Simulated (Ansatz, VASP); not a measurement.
One calculation of Cs3Pt, two programs

INCAR

```
  PREC = Accurate
  ENCUT = 520
  EDIFF = 1E-7
  ISMEAR = -1
  SIGMA = 0.05
  LREAL = F
  LASPH = T
  NELM = 60
  ALGO = Normal
  ISIF = 2
  LWAVE = F
  LCHARG = F
  GGA = PE
  NBANDS = 26
```

File KPOINTS:

```
regular mesh
0
Gamma
  5 5 5
```

POSCAR

```
Cs3Pt
1.0
    5.7388756370      0.0000000000      0.0000000000
    0.0000000000      5.7388756370      0.0000000000
    0.0000000000      0.0000000000      5.7388756370
Pt Cs
1 3
Direct
    0.5000000000      0.5000000000      0.5000000000
    0.5000000000      0.0000000000      0.0000000000
    0.0000000000      0.5000000000      0.0000000000
    0.0000000000      0.0000000000      0.5000000000
```

Contents of input.yaml:

```yaml
crystal:
  lattice:
    - [5.738875637, 0.0, 0.0]
    - [0.0, 5.738875637, 0.0]
    - [0.0, 0.0, 5.738875637]
  atoms:
    - { symbol: Pt, position: [0.5, 0.5, 0.5] }
    - { symbol: Cs, position: [0.5, 0.0, 0.0] }
    - { symbol: Cs, position: [0.0, 0.5, 0.0] }
    - { symbol: Cs, position: [0.0, 0.0, 0.5] }
hamiltonian:
  xc: pbe
  pseudopotentials: { kind: paw }
kpoints:
  mp_grid: { grid: [5, 5, 5] }
scf:
  occupations: { method: fermi_dirac, width: 0.05 }
output:
  forces: true
  stress: true
  eigenvalues: true
```

Change from the starting cell: volume scaled by 0.98.

Alike in both runs: task single point; functional PBE; k mesh 5 × 5 × 5; occupations fermi-dirac, width 0.05 eV; no spin polarisation.

|  | VASP | Ansatz |
| --- | --- | --- |
| version | VASP 6.6.1 | Ansatz 0.2.0 |
| potentials or method | VASP PAW PBE potentials, release 64 (Pt, Cs_sv) | Ansatz PAW |
| plane-wave cutoff (eV) | 520 | 420 |
| valence electrons in the cell | 37 | 45 |

|  | VASP | Ansatz | Ansatz less VASP |
| --- | --- | --- | --- |
| gap on the k mesh at the Fermi level (eV) | none | none | - |
| pressure (GPa) | -0.1 | -0.1 | -0.04 |

A gap of «none» marks a metal or a gap that the smearing closes. The functional is the same, so the differences come from potentials, cutoffs and numerics. The two sets of potentials don't hold the same shells in valence.

The runs have no spin-orbit coupling, so splittings on Cs, Pt are missing.
